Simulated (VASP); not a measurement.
These are PBEsol GGA, VASP's PBE PAW potentials (set 64) (plane waves; VASP) values and carry that method's errors.

The input files of a VASP run:

File KPOINTS:
```
Automatic
0
G
  7 7 5
0 0 0
```

### INCAR
```
NELM = 100
LMAXMIX = 6
ISMEAR = 0   # Gaussian
GGA = PS
SYSTEM = PtS2
ENCUT = 400   # plane-wave cut-off (eV)
EDIFF = 1E-8   # SCF stop (eV)
LEPSILON = .True.
SIGMA = 0.01   # width (eV)
LWAVE = .False.
LASPH = .True.   # aspherical one-centre terms
ALGO = Normal   # blocked Davidson
PREC = Accurate
LREAL = .False.
LCHARG = .False.
```

**POSCAR**
```
PtS2
1
    1.7829133278    -3.0880965414     0.0000000000
    1.7829133278     3.0880965414     0.0000000000
    0.0000000000     0.0000000000     4.8232578607
Pt S
1 2
Direct
 -0.0000000000   0.0000000000   0.0000000000
  0.3333330000   0.6666670000   0.2484599104
  0.6666670000   0.3333330000   0.7515400896
```

POTCAR, in this order: Pt S (PBE.64 set). Program: vasp_std.

Output of the run:

### OSZICAR
```
...
       N       E                     dE             d eps       ncg     rms          rms(c)
RMM:   1    -0.356136190264E+01   -0.35614E+01   -0.26089E+01  1981   0.711E+00
RMM:   2    -0.383360108559E+01   -0.27224E+00   -0.11424E-01  1586   0.143E+00
RMM:   3    -0.383663620958E+01   -0.30351E-02   -0.38903E-03  1592   0.211E-01
RMM:   4    -0.383677670134E+01   -0.14049E-03   -0.13726E-04  1622   0.408E-02
RMM:   5    -0.383678077162E+01   -0.40703E-05   -0.11055E-05  1633   0.803E-03
RMM:   6    -0.383678104859E+01   -0.27696E-06   -0.63670E-07  1561   0.176E-03
RMM:   7    -0.383678105020E+01   -0.16077E-08    0.25969E-09  1137   0.386E-04
 Linear response to external field (no local field effect), progress :
  Direction:   2
       N       E                     dE             d eps       ncg     rms          rms(c)
RMM:   1    -0.356249706070E+01   -0.35625E+01   -0.26122E+01  1972   0.710E+00
RMM:   2    -0.381575616525E+01   -0.25326E+00   -0.12977E-01  1581   0.146E+00
RMM:   3    -0.381935893550E+01   -0.36028E-02   -0.41402E-03  1576   0.218E-01
RMM:   4    -0.381951860594E+01   -0.15967E-03   -0.19054E-04  1613   0.421E-02
RMM:   5    -0.381952611331E+01   -0.75074E-05   -0.13378E-05  1622   0.858E-03
RMM:   6    -0.381952660415E+01   -0.49084E-06   -0.10223E-06  1556   0.192E-03
RMM:   7    -0.381952662720E+01   -0.23042E-07   -0.40000E-07  1092   0.440E-04
RMM:   8    -0.381952663052E+01   -0.33278E-08   -0.19428E-06   830   0.126E-04
RMM:   9    -0.381952662416E+01    0.63629E-08    0.23076E-07   716   0.650E-05
RMM:  10    -0.381952664300E+01   -0.18844E-07   -0.12253E-06   630   0.461E-05
RMM:  11    -0.381952664547E+01   -0.24645E-08    0.44596E-07   506   0.449E-05
RMM:  12    -0.381952664553E+01   -0.65301E-10    0.28079E-09   408   0.447E-05
 Linear response to external field (no local field effect), progress :
  Direction:   3
       N       E                     dE             d eps       ncg     rms          rms(c)
RMM:   1    -0.226261831193E+01   -0.22626E+01   -0.15301E+01  1950   0.645E+00
RMM:   2    -0.257352756688E+01   -0.31091E+00   -0.77523E-02  1583   0.133E+00
RMM:   3    -0.257586231070E+01   -0.23347E-02   -0.26637E-03  1571   0.190E-01
RMM:   4    -0.257595991427E+01   -0.97604E-04   -0.97142E-05  1622   0.360E-02
RMM:   5    -0.257596276379E+01   -0.28495E-05   -0.77621E-06  1624   0.689E-03
RMM:   6    -0.257596296852E+01   -0.20473E-06   -0.48763E-07  1558   0.146E-03
RMM:   7    -0.257596297265E+01   -0.41329E-08   -0.17355E-07  1137   0.318E-04
RMM:   8    -0.257596297409E+01   -0.14405E-08   -0.11434E-06   784   0.925E-05
RMM:   9    -0.257596297130E+01    0.27853E-08   -0.15341E-06   705   0.555E-05
RMM:  10    -0.257596292929E+01    0.42009E-07   -0.11575E-06   613   0.451E-05
RMM:  11    -0.257596292961E+01   -0.31745E-09    0.24606E-07   494   0.446E-05
RMM:  12    -0.257596292957E+01    0.47083E-10    0.32324E-10   417   0.446E-05
 Linear response to external field, progress :
  Direction:   1
       N       E                     dE             d eps       ncg     rms          rms(c)
RMM:   1    -0.356601993273E+01   -0.35660E+01   -0.26146E+01  4426   0.705E+00
RMM:   2    -0.382476455464E+01   -0.25874E+00   -0.11531E-01  3552   0.141E+00    0.384E+00
RMM:   3    -0.368824614467E+01    0.13652E+00   -0.13824E-01  3508   0.220E+00    0.198E+00
RMM:   4    -0.379381423825E+01   -0.10557E+00   -0.10517E-01  3509   0.200E+00    0.313E-01
RMM:   5    -0.381809264987E+01   -0.24278E-01   -0.57704E-04  3600   0.414E-01    0.433E-02
RMM:   6    -0.381972975150E+01   -0.16371E-02   -0.64042E-04  3705   0.730E-02    0.290E-02
RMM:   7    -0.382021218449E+01   -0.48243E-03    0.32715E-04  3695   0.272E-02    0.925E-03
RMM:   8    -0.382078109554E+01   -0.56891E-03   -0.65673E-05  3751   0.112E-02    0.247E-03
RMM:   9    -0.382098380530E+01   -0.20271E-03    0.16075E-05  3923   0.385E-03    0.167E-03
RMM:  10    -0.382097465028E+01    0.91550E-05   -0.13141E-05  4031   0.162E-03    0.411E-04
RMM:  11    -0.382096536132E+01    0.92890E-05   -0.13837E-05  4412   0.494E-04    0.118E-04
RMM:  12    -0.382095730162E+01    0.80597E-05   -0.10117E-05  4738   0.310E-04    0.520E-05
RMM:  13    -0.382095921525E+01   -0.19136E-05   -0.12087E-05  3891   0.171E-04    0.171E-05
RMM:  14    -0.382095941019E+01   -0.19495E-06   -0.99018E-06  3305   0.157E-04    0.237E-06
 Linear response to external field, progress :
  Direction:   2
       N       E                     dE             d eps       ncg     rms          rms(c)
RMM:   1    -0.355869505606E+01   -0.35587E+01   -0.26073E+01  4442   0.707E+00
RMM:   2    -0.382466435552E+01   -0.26597E+00   -0.11938E-01  3554   0.144E+00    0.384E+00
RMM:   3    -0.368820618912E+01    0.13646E+00   -0.13818E-01  3521   0.221E+00    0.198E+00
RMM:   4    -0.379376061416E+01   -0.10555E+00   -0.10365E-01  3515   0.201E+00    0.313E-01
RMM:   5    -0.381807853638E+01   -0.24318E-01    0.65429E-03  3608   0.414E-01    0.432E-02
RMM:   6    -0.381975216102E+01   -0.16736E-02    0.53026E-04  3726   0.722E-02    0.285E-02
RMM:   7    -0.382039434546E+01   -0.64218E-03    0.53577E-04  3677   0.313E-02    0.545E-03
RMM:   8    -0.382081995818E+01   -0.42561E-03    0.16282E-04  3733   0.696E-03    0.246E-03
RMM:   9    -0.382096475544E+01   -0.14480E-03    0.87094E-05  3906   0.354E-03    0.157E-03
RMM:  10    -0.382096931438E+01   -0.45589E-05    0.18729E-05  4029   0.139E-03    0.432E-04
RMM:  11    -0.382096222896E+01    0.70854E-05   -0.21892E-06  4437   0.454E-04    0.948E-05
RMM:  12    -0.382095680919E+01    0.54198E-05    0.10969E-06  4718   0.272E-04    0.369E-05
RMM:  13    -0.382095703883E+01   -0.22965E-06    0.39139E-06  3408   0.155E-04    0.227E-05
RMM:  14    -0.382095758627E+01   -0.54744E-06    0.79914E-06  3354   0.159E-04    0.314E-06
 Linear response to external field, progress :
  Direction:   3
       N       E                     dE             d eps       ncg     rms          rms(c)
RMM:   1    -0.226261831194E+01   -0.22626E+01   -0.15301E+01  1950   0.645E+00
RMM:   2    -0.257352756688E+01   -0.31091E+00   -0.77523E-02  1583   0.133E+00    0.519E+00
RMM:   3    -0.211987370707E+01    0.45365E+00   -0.15397E+00  1607   0.561E+00    0.269E+00
RMM:   4    -0.210143377291E+01    0.18440E-01   -0.70299E-02  1521   0.148E+00    0.162E+00
RMM:   5    -0.213340162556E+01   -0.31968E-01   -0.12750E-02  1550   0.667E-01    0.225E-01
RMM:   6    -0.214047196886E+01   -0.70703E-02   -0.90331E-04  1578   0.183E-01    0.512E-02
RMM:   7    -0.214135261355E+01   -0.88064E-03   -0.16569E-04  1585   0.719E-02    0.159E-02
RMM:   8    -0.214136091854E+01   -0.83050E-05   -0.46352E-06  1607   0.154E-02    0.869E-03
RMM:   9    -0.214186737599E+01   -0.50646E-03   -0.18815E-06  1596   0.885E-03    0.331E-03
RMM:  10    -0.214183887064E+01    0.28505E-04   -0.29335E-05  1660   0.176E-03    0.725E-04
RMM:  11    -0.214184954339E+01   -0.10673E-04    0.33390E-06  1622   0.551E-04    0.345E-04
RMM:  12    -0.214185537605E+01   -0.58327E-05    0.31670E-06  1522   0.266E-04    0.629E-05
RMM:  13    -0.214185412779E+01    0.12483E-05    0.35465E-07   848   0.690E-05    0.316E-05
RMM:  14    -0.214185373648E+01    0.39132E-06   -0.17964E-08   984   0.832E-05    0.161E-05
RMM:  15    -0.214185379677E+01   -0.60290E-07    0.48134E-12   279   0.381E-05    0.876E-06
```

File OUTCAR:
```
------------------------ aborting loop because EDIFF is reached ----------------------------------------

 HEAD OF MICROSCOPIC STATIC DIELECTRIC TENSOR (INDEPENDENT PARTICLE, excluding Hartree and local field effects)
 ------------------------------------------------------
          27.085179     0.000000     0.000000
           0.000000    27.085180     0.000000
           0.000000     0.000000    18.552704
 ------------------------------------------------------

 MACROSCOPIC STATIC DIELECTRIC TENSOR (including local field effects in DFT)
 ------------------------------------------------------
          25.436478     0.000000     0.000000
           0.000000    25.436479     0.000000
           0.000000     0.000000    15.101533
 ------------------------------------------------------

 PIEZOELECTRIC TENSOR (including local field effects)  for field in x, y, z        (e  Angst)
          XX          YY          ZZ          XY          YZ          ZX
  --------------------------------------------------------------------------------
  x     0.00000     0.00000     0.00000     0.00000     0.00000     0.00000
  y     0.00000     0.00000     0.00000     0.00000     0.00000     0.00000
  z     0.00000     0.00000     0.00000     0.00000     0.00000     0.00000

 PIEZOELECTRIC TENSOR (including local field effects)  for field in x, y, z        (C/m^2)
          XX          YY          ZZ          XY          YZ          ZX
  --------------------------------------------------------------------------------
  x     0.00000     0.00000     0.00000     0.00000     0.00000     0.00000
  y     0.00000     0.00000     0.00000     0.00000     0.00000     0.00000
  z     0.00000     0.00000     0.00000     0.00000     0.00000     0.00000

 BORN EFFECTIVE CHARGES (including local field effects) (in |e|, cummulative output)
 ---------------------------------------------------------------------------------
 ion    1
    1     3.28036     0.00000     0.00000
    2     0.00000     3.28036     0.00000
    3    -0.00000     0.00000    -0.65567
 ion    2
    1    -1.64018     0.00000     0.00000
    2     0.00000    -1.64018     0.00000
    3    -0.00000     0.00000     0.32783
 ion    3
    1    -1.64018     0.00000     0.00000
    2     0.00000    -1.64018     0.00000
    3    -0.00000     0.00000     0.32783
```
(Selected blocks of OUTCAR.)

File OUTCAR:
```
 val. band max:        7.3722176137   @ k =   0.0000   0.0000   0.0000

 cond. band min:       7.7726513547   @ k =  -0.0000   0.2857   0.2000


 Fermi energy:         7.4892028926

 k-point     1 :       0.0000    0.0000    0.0000
  band No.  band energies     occupation
      1      -8.3596      2.00000
      2      -5.0908      2.00000
      3      -0.0435      2.00000
      4       0.3673      2.00000
      5       0.3673      2.00000
      6       3.2378      2.00000
      7       3.2378      2.00000
      8       5.0739      2.00000
      9       5.9645      2.00000
     10       5.9645      2.00000
     11       7.3722      2.00000
     12       8.9809      0.00000
     13       8.9809      0.00000
     14      11.2992      0.00000
     15      12.4783      0.00000

 k-point     2 :       0.1429   -0.0000    0.0000
  band No.  band energies     occupation
      1      -8.1010      2.00000
      2      -5.2507      2.00000
      3       0.2290      2.00000
      4       0.5340      2.00000
      5       0.6091      2.00000
      6       2.8276      2.00000
      7       3.0603      2.00000
      8       4.4738      2.00000
      9       5.7428      2.00000
     10       5.8778      2.00000
     11       6.9683      2.00000
     12       8.6751      0.00000
     13       8.9773      0.00000
     14      12.4354      0.00000
     15      13.3602      0.00000

 k-point     3 :       0.2857   -0.0000    0.0000
  band No.  band energies     occupation
      1      -7.4085      2.00000
      2      -5.6017      2.00000
      3       0.7035      2.00000
      4       0.9005      2.00000
      5       1.2661      2.00000
      6       1.7239      2.00000
      7       2.9043      2.00000
      8       3.8452      2.00000
      9       5.2464      2.00000
     10       5.2787      2.00000
     11       5.8348      2.00000
     12       8.7133      0.00000
     13       9.3107      0.00000
     14      12.4766      0.00000
     15      14.5259      0.00000
...
```

The dielectric response may not be converged in the k-mesh; for small gaps it tends to come out too large. Tensors are in the Cartesian frame of the cell as typed. Without a dispersion term in the relaxation, distances and binding between the weakly bound layers, chains or molecules are unreliable, and so is what depends on them. Unless said otherwise, spin-orbit coupling is left out, though it shifts the bands of the heavy elements here.

The compound is PtS2 in the 1T layered structure. It was relaxed first.
